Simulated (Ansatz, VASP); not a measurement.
## InGe4P in two plane-wave programs

Aim: how closely do two programs agree when they are given the same cell, functional and k mesh? The cell is generated by rule, not measured, and may not be a known phase. The cell is taken from a series of runs on this material, whose earlier steps may have relaxed, scaled, displaced or heated it; both programs get it as it stands.

Program: Ansatz 0.2.0. Level of theory: plane waves, with VASP 6.6.1 beside it; relaxation of cell and atoms at PBEsol. Results are calculated unless marked as measured.

The structure was built from a prototype and need not be the compound's stable phase.

## Step 1: Set-up

Symmetry: Imm2, No. 44, orthorhombic system. Conventional cell: a = 4.043 Å, b = 4.055 Å, c = 17.480 Å, α = 90.00°, β = 90.00°, γ = 90.00°. Nearest to Ge lie 2 P at 2.40 Å and 2 Ge at 2.46 Å. Nearest to Ge lie 4 Ge at 2.46 to 2.47 Å. Nearest to Ge lie 2 Ge at 2.46 Å and 2 In at 2.62 Å. Nearest to In lie 2 P at 2.56 Å and 2 Ge at 2.62 Å. P has 2 Ge at 2.40 Å and 2 In at 2.56 Å nearest. Farther neighbours are not listed.

Structure file:

```xyz
6
Lattice="2.8671 2.8671 0.0000 -2.8591 2.8591 0.0000 2.8631 0.0040 8.7400" Properties=species:S:1:pos:R:3 pbc="T T T"
Ge    0.0040    2.8631    2.9247
Ge    1.4375    4.2967    4.3264
Ge    2.8671    2.8671    5.7526
Ge    1.4336    1.4336    7.1427
In    2.8671    2.8671    0.0725
P     1.4336    1.4336    1.6310
```

## Step 2: VASP: relaxation of cell and atoms, PBEsol, pair 1

The relaxed volume is the usual yardstick between codes: in a stiff, nearly cubic crystal its relative difference is about their pressure difference at one cell divided by the bulk modulus.

Lines of VASP's logs that name or quote its potential files are left out, and so is its time.

Contents of INCAR:

```
SYSTEM = InGe4P
PREC = Accurate
ENCUT = 500
EDIFF = 1E-07
NELM = 120
ISMEAR = 0
SIGMA = 0.1
LREAL = .FALSE.
ALGO = Normal
GGA = PS
NBANDS = 45
LORBIT = 11
LWAVE = .FALSE.
LCHARG = .FALSE.
ISIF = 3
IBRION = 2
NSW = 80
EDIFFG = -0.005
LASPH = .TRUE.
GGA_COMPAT = .FALSE.
NELMIN = 4
KPAR = 2
```

Contents of POSCAR:

```
InGe4P
1.0
    2.8671020000      2.8671020000      0.0000000000
   -2.8591140000      2.8591140000      0.0000000000
    2.8631080000      0.0039940000      8.7399610000
Ge In P
4 1 1
Direct
    0.3326846653      0.6673153347      0.3346306694
    0.7524936896      0.7475063104      0.4950126208
    0.6709025361      0.3290974639      0.6581949279
    0.0913750645      0.4086249355      0.8172498710
    0.9958496954      0.0041503046      0.0083006091
    0.4066943777      0.0933056223      0.1866112446
```

Contents of KPOINTS:

```
Automatic mesh
0
Gamma
10 10 10
0 0 0
```

The projector-augmented-wave data sets are Ge_d, In_d and P (PBE family, release 64).

On the command line:

```
$ mpirun -np 2 vasp_std
```

Numbers of over 12 decimals in the logs are rounded to 6 here.

The log of the run:

```text
[banner, memory and clock lines left out]
running    2 mpi-ranks, on    1 nodes
 distrk:  each k-point on    1 cores,    2 groups
 distr:  one band on    1 cores,    1 groups

 POSCAR found type information on POSCAR GeInP
 POSCAR found :  3 types and       6 ions
|                                                                             |
|               ----> ADVICE to this user running VASP <----                  |
|                                                                             |
|     You enforced a specific xc type in the INCAR file but a different       |
|     [... a line on the potential file left out ...]
|     I HOPE YOU KNOW WHAT YOU ARE DOING!                                     |
|                                                                             |

 LDA part: xc-table for (Slater+PW92), standard interpolation
 POSCAR, INCAR and KPOINTS ok, starting setup
 FFT: planning ... GRIDC
 FFT: planning ... GRID_SOFT
 FFT: planning ... GRID
 WAVECAR not read
 entering main loop
       N       E                     dE             d eps       ncg     rms          rms(c)
DAV:   1     0.802344592211E+03    0.80234E+03   -0.34590E+04 17970   0.381E+03
DAV:   2     0.131124452963E+03   -0.67122E+03   -0.65348E+03 15390   0.974E+02
DAV:   3    -0.170493992450E+02   -0.14817E+03   -0.14500E+03 16299   0.251E+02
DAV:   4    -0.285430344275E+02   -0.11494E+02   -0.11379E+02 18651   0.781E+01
DAV:   5    -0.288784905020E+02   -0.33546E+00   -0.33493E+00 19232   0.146E+01    0.707E+00
DAV:   6    -0.284299706544E+02    0.44852E+00   -0.58099E-01 21862   0.234E+01    0.397E+00
DAV:   7    -0.283175671780E+02    0.11240E+00   -0.50118E-01 21615   0.609E+00    0.802E-01
DAV:   8    -0.283149489139E+02    0.26183E-02   -0.76135E-02 19401   0.487E+00    0.434E-01
DAV:   9    -0.283158792328E+02   -0.93032E-03   -0.88598E-03 21817   0.111E+00    0.245E-01
DAV:  10    -0.283161390921E+02   -0.25986E-03   -0.13245E-03 22060   0.828E-01    0.917E-02
DAV:  11    -0.283162283095E+02   -0.89217E-04   -0.50410E-04 19054   0.420E-01    0.200E-02
DAV:  12    -0.283162345495E+02   -0.62400E-05   -0.11891E-04 19750   0.112E-01    0.956E-03
DAV:  13    -0.283162371394E+02   -0.25899E-05   -0.10373E-05 21092   0.717E-02    0.358E-03
DAV:  14    -0.283162381167E+02   -0.97726E-06   -0.54252E-06 21930   0.263E-02    0.182E-03
DAV:  15    -0.283162383288E+02   -0.21217E-06   -0.18359E-06 14712   0.201E-02    0.853E-04
DAV:  16    -0.283162383370E+02   -0.81636E-08   -0.19910E-07 12952   0.153E-02
   1 F= -.28316238E+02 E0= -.28314631E+02  d E =-.283162E+02
[...]
2 F= -.28319727E+02 E0= -.28318041E+02  d E =-.348856E-02
[...]
3 F= -.28320506E+02 E0= -.28318766E+02  d E =-.426740E-02
[...]
4 F= -.28321438E+02 E0= -.28319675E+02  d E =-.932243E-03
[...]
5 F= -.28321461E+02 E0= -.28319692E+02  d E =-.954978E-03
[...]
6 F= -.28321690E+02 E0= -.28319940E+02  d E =-.229634E-03
[...]
7 F= -.28321694E+02 E0= -.28319942E+02  d E =-.233191E-03
 curvature:  -0.77 expect dE=-0.162E-04 dE for cont linesearch -0.115E-07
 trial: gam= 0.03688 g(F)=  0.406E-05 g(S)=  0.170E-04 ort = 0.306E-05 (trialstep = 0.117E+01)
 search vector abs. value=  0.221E-04
 bond charge predicted
       N       E                     dE             d eps       ncg     rms          rms(c)
DAV:   1    -0.283220580370E+02   -0.36414E-03   -0.74312E-03 19836   0.108E+00    0.118E-01
DAV:   2    -0.283217835614E+02    0.27448E-03   -0.78716E-04 19125   0.358E-01    0.563E-02
DAV:   3    -0.283217012152E+02    0.82346E-04   -0.20552E-04 20460   0.171E-01    0.181E-02
DAV:   4    -0.283216984565E+02    0.27586E-05   -0.23942E-05 18859   0.860E-02    0.908E-03
DAV:   5    -0.283216981933E+02    0.26327E-06   -0.37769E-06 19811   0.545E-02    0.285E-03
DAV:   6    -0.283216983609E+02   -0.16765E-06   -0.88159E-07 14467   0.186E-02    0.150E-03
DAV:   7    -0.283216984839E+02   -0.12298E-06   -0.34878E-07 11859   0.747E-03    0.470E-04
DAV:   8    -0.283216984945E+02   -0.10647E-07   -0.55565E-08  8775   0.892E-03
   8 F= -.28321698E+02 E0= -.28319951E+02  d E =-.459090E-05
 trial-energy change:   -0.000005  1 .order   -0.000006   -0.000025    0.000012
 step:   0.7063(harm=  0.7787)  dis= 0.00017  next Energy=   -28.321701 (dE=-0.712E-05)
 reached required accuracy - stopping structural energy minimisation
```

OUTCAR, selected parts (step 2):

```text
ion  position               nearest neighbor table
   1  0.333  0.667  0.335-   6 2.40   6 2.40   2 2.46   2 2.46
   2  0.752  0.748  0.495-   1 2.46   1 2.46   3 2.47   3 2.47
   3  0.671  0.329  0.658-   4 2.46   4 2.46   2 2.47   2 2.47
   4  0.091  0.409  0.817-   3 2.46   3 2.46   5 2.62   5 2.62
   5  0.996  0.004  0.008-   6 2.56   6 2.56   4 2.62   4 2.62
   6  0.407  0.093  0.187-   1 2.40   1 2.40   5 2.56   5 2.56

  LATTYP: Found a body centered orthorhombic cell.
 ALAT       =     4.0433977952
 B/A-ratio  =     1.0027938725
 C/A-ratio  =     4.3230774921

 Subroutine GETGRP returns: Found  4 space group operations
 (whereof  4 operations were pure point group operations)

The static configuration has the point symmetry C_2v.

 Found    171 irreducible k-points:

   k-points           NKPTS =    171   k-points in BZ     NKDIM =    171   number of bands    NBANDS=     45

   dimension x,y,z NGX =    30 NGY =   30 NGZ =   70
   dimension x,y,z NGXF=    60 NGYF=   60 NGZF=  140

   ENCUT  =  500.0 eV  36.75 Ry    6.06 a.u.   7.39  7.37 16.77*2*pi/ulx,y,z

   NELECT =      74.0000    total number of electrons

 k-points in reciprocal lattice and weights: Automatic mesh
   0.00000000  0.00000000  0.00000000       0.001
   0.10000000  0.00000000  0.00000000       0.004
   0.20000000  0.00000000  0.00000000       0.004
   0.30000000  0.00000000  0.00000000       0.004
   0.40000000  0.00000000 -0.00000000       0.004
   0.50000000  0.00000000  0.00000000       0.002
   0.00000000  0.10000000 -0.00000000       0.004
   0.10000000  0.10000000 -0.00000000       0.004
   0.20000000  0.10000000 -0.00000000       0.008
[...]
0.00000000  0.20000000  0.40000000       0.002
   0.00000000  0.00000000  0.50000000       0.001

 average (electrostatic) potential at core
       1 -74.3344       2 -74.0122       3 -73.9790       4 -73.6514       5 -96.0272
       6 -83.9007

 E-fermi :   5.1834

 k-point     1 :       0.0000    0.0000    0.0000
  band No.  band energies     occupation
    ...
     33       2.7931      2.00000
     34       2.8599      2.00000
     35       4.1968      2.00000
     36       4.7948      2.00000
     37       4.8881      1.99997
     38       5.6378      0.00000
     39       5.7444      0.00000
     40       5.8936      0.00000
     41       6.5878      0.00000
     42       7.3940      0.00000
    ...

 k-point     2 :       0.1000    0.0000    0.0000
  band No.  band energies     occupation
    ...
     33       2.4391      2.00000
     34       2.9206      2.00000
     35       3.4874      2.00000
     36       4.4446      2.00000
     37       5.0181      1.98060
     38       5.6001      0.00000
     39       5.9996      0.00000
     40       6.6025      0.00000
     41       7.1575      0.00000
     42       7.5454      0.00000
    ...

 k-point     3 :       0.2000    0.0000    0.0000
  band No.  band energies     occupation
    ...
     33       1.9134      2.00000
     34       2.4208      2.00000
     35       3.0845      2.00000
     36       3.8898      2.00000
     37       5.0711      1.88776
     38       5.5117      0.00000
     39       6.3015      0.00000
     40       7.5835      0.00000
     41       7.7859      0.00000
     42       7.8951      0.00000
    ...

  Total        0.0199137      0.0199137      0.0231362      0.0041112      0.0000000      0.0000000
  in kB        0.2230999      0.2230999      0.2592035      0.0460590      0.0000000      0.0000000
  external PRESSURE =       0.2351345 kB  Pullay stress =       0.0000000 kB

  energy-cutoff  :      500.00
  volume of cell :      143.01
      direct lattice vectors                 reciprocal lattice vectors
     2.858285562  2.858285562  0.000000000     0.174930037  0.174930037 -0.057348166
    -2.869299966  2.869299966  0.000000000    -0.174258532  0.174258532  0.057348166
     2.863792764 -0.005507202  8.718674638     0.000000000  0.000000000  0.114696332

 POSITION                                       TOTAL-FORCE (eV/Angst)
 -----------------------------------------------------------------------------------
     -0.00551      2.86379      2.92610         0.000000      0.000000      0.000492
      1.42364      4.29294      4.32855        -0.000000     -0.000000     -0.002280
      2.85829      2.85829      5.74400         0.000000      0.000000      0.001771
      1.42914      1.42914      7.13677         0.000000      0.000000      0.002469
      2.85829      2.85829      0.04571         0.000000      0.000000      0.001251
      1.42914      1.42914      1.61555        -0.000000     -0.000000     -0.003703
 -----------------------------------------------------------------------------------
    total drift:                                0.000578      0.000034     -0.000945

  FREE ENERGIE OF THE ION-ELECTRON SYSTEM (eV)
  ---------------------------------------------------
  free  energy   TOTEN  =       -28.3216984945 eV

  energy  without entropy=      -28.3182028929  energy(sigma->0) =      -28.31995069

 reached required accuracy - stopping structural energy minimisation

 total charge
# of ion       s       p       d       tot
------------------------------------------
    1        1.144   1.169  10.041  12.354
    2        1.138   1.235  10.020  12.393
    3        1.131   1.224  10.024  12.379
    4        1.144   1.244  10.005  12.394
    5        0.873   0.782   9.877  11.532
    6        1.047   1.429   0.000   2.475
--------------------------------------------------
tot          6.477   7.082  49.968  63.527

[... 3 further parts left out ...]
```

CONTCAR:

```
InGe4P
   1.00000000000000
     2.8582855617824579    2.8582855617824579    0.0000000000000000
    -2.8692999662566803    2.8692999662566803    0.0000000000000000
     2.8637927640195695   -0.0055072022371110    8.7186746380027369
  Ge              In              P
     4     1     1
Direct
     0.3321934216970642    0.6678065783029358    0.3356131566058717
     0.7517656376511257    0.7482343623488743    0.4964687246977485
     0.6705919341864132    0.3294080658135867    0.6588161317271752
     0.0907191200884860    0.4092808799115140    0.8185617598230279
     0.9973786669111423    0.0026213330888578    0.0052426660777066
     0.4073512480657674    0.0926487519342326    0.1852975038684652
```

The run keeps the 4 symmetry operations of its start, so it cannot find a distortion of lower symmetry.

[end of part 1 of 2]

[Lines on the potential files, build, host, timing and source positions are cut from VASP's logs without a mark.]

[Logs are printed without paths, hosts, clocks, repeated set-up lines and the standing remarks that a program may print on its own settings, such as how far it seeks lower states.]

[Hosts, paths, dates, database ids (printed as entryN), source tags and the programs' standing remarks are cut or masked in the printed files.]
